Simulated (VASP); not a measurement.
```yaml
crystal:
  lattice:
    - [0.00000, 2.34151, 2.34151]
    - [2.34151, 0.00000, 2.34151]
    - [2.34151, 2.34151, 0.00000]
  atoms:
    - { symbol: Be, position: [0.00000, 0.00000, 0.00000] }
    - { symbol: S, position: [0.25000, 0.25000, 0.25000] }
```

Computed with PBE GGA, VASP's PBE PAW potentials (set 64) (plane waves; VASP). Settings: 480 eV cut-off, 8×8×8 Γ-centred mesh, Gaussian smearing of 0.050 eV, potentials Be S.

Problem. Estimate the energy per atom (σ→0), pressure.

Solution. 
| Item | Result |
|---|---|
| energy per atom (σ→0) | -4.940 eV/atom |
| pressure | 14.12 GPa |

The absolute energy has meaning only against runs of the same code, potentials and settings.

The compound is BeS in the zinc blende structure. This cell was strained or had an atom moved on purpose.
